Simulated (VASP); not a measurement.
Input:

```
CELL_PARAMETERS angstrom
      4.15448     0.00000     0.00000
     -2.07724     3.59788     0.00000
      0.00000     0.00000     4.75370
ATOMIC_POSITIONS crystal
  Sr 0.33333 0.66667 0.99632
  Ga 0.66667 0.33333 0.55474
  Ge 0.00000 0.00000 0.43548
  H  0.66667 0.33333 0.91908
```

All values below come from LDA (Ceperley-Alder, Perdew-Zunger), VASP's LDA PAW potentials (set 64) (plane waves; VASP). Numerical set-up: 400 eV cut-off, Gaussian smearing of 0.050 eV, potentials Sr_sv Ga_d Ge_d H.

Q: Give the energies of bands 16 to 22 at the high-symmetry points, in eV from the valence-band maximum.

A: 
```json
[
 {"band": "16", "Γ": "-4.90", "M": "-7.59", "K": "-7.66", "A": "-6.74", "L": "-6.86", "H": "-7.51"},
 {"band": "17", "Γ": "-1.92", "M": "-3.53", "K": "-4.25", "A": "-0.30", "L": "-4.66", "H": "-4.47"},
 {"band": "18", "Γ": "-0.95", "M": "-1.92", "K": "-3.02", "A": "-0.30", "L": "-2.37", "H": "-3.39"},
 {"band": "19", "Γ": "-0.95", "M": "-1.00", "K": "-1.03", "A": "0.00", "L": "-1.96", "H": "-1.59"},
 {"band": "20", "Γ": "0.57", "M": "0.32", "K": "0.60", "A": "0.44", "L": "1.30", "H": "2.39"},
 {"band": "21", "Γ": "3.32", "M": "1.71", "K": "2.64", "A": "1.52", "L": "3.33", "H": "3.96"},
 {"band": "22", "Γ": "3.32", "M": "2.91", "K": "3.80", "A": "1.52", "L": "4.52", "H": "4.36"}
]
```

The gap is indirect, 0.32 eV, from the valence maximum at A to the conduction minimum at M.

The structure comes from a computed database's SrGaGeH entry (P3m1); how it stands against other phases isn't given here. It was relaxed first, which changed the volume by -7 %.
